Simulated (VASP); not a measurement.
Wanted: the native input for a VASP 6.6.1 run.

```
Task                   : relaxation of cell and atoms
Functional             : PBE
Potentials or basis    : VASP PAW PBE potentials, release 64 (Mo_sv)
Cutoff                 : 600 eV
k mesh                 : 16 × 16 × 16
Occupations            : methfessel-paxton, width 0.1 eV
Spin                   : no spin polarisation
Target pressure        : 22 GPa
Further INCAR settings : ALGO = Normal; EDIFF = 1e-06; IBRION = 2; EDIFFG = -0.01; NSW = 90; ISIF = 3
Target pressure        : 22 GPa
```

The structure of Mo lies in POSCAR:

```
Mo
1.0
   -1.5734150000      1.5734150000      1.5734150000
    1.5734150000     -1.5734150000      1.5734150000
    1.5734150000      1.5734150000     -1.5734150000
Mo
1
Direct
    0.0000000000      0.0000000000      0.0000000000
```

These files were run (other wordings do the same):

INCAR

```
ALGO = Normal
EDIFF = 1E-6
EDIFFG = -0.01
ENCUT = 600
GGA = PE
IBRION = 2
ISIF = 3
ISMEAR = 1
KPAR = 2
LASPH = T
LCHARG = F
LREAL = F
LWAVE = F
NELM = 80
NSW = 90
PREC = Accurate
PSTRESS = 220.0
SIGMA = 0.1
```

KPOINTS

```
k-points
0
Gamma
  16 16 16
```

Potentials or basis: VASP PAW PBE potentials, release 64 (Mo_sv).

The run is started by

```sh
$ cat potpaw_PBE.64/Mo_sv/POTCAR > POTCAR
$ mpirun -np 2 vasp_std > vasp.out
```

It gave:

```json
{
 "Relaxed volume": "14.70 Å³/atom",
 "Relaxed cell": "a = 2.673 Å, b = 2.673 Å, c = 2.673 Å, α = 109.47°, β = 109.47°, γ = 109.47°",
 "Space group after relaxing (to 0.05 Å)": "Im-3m (No. 229)",
 "Energy change on relaxing (the enthalpy is what falls)": "+68.7 meV/atom",
 "Ionic steps": "5",
 "Pressure after relaxing": "22.0 GPa",
 "Band gap on the k mesh": "none (metal or under the smearing width)"
}
```

Caveat: the cell is relaxed towards a set pressure, so the enthalpy falls and the energy may rise.

Run time: 22 s on 2 MPI ranks on Intel(R) Xeon(R) Platinum 8375C CPU @ 2.90GHz (Ice Lake) (shared host), peak memory 0.16 GiB a rank.
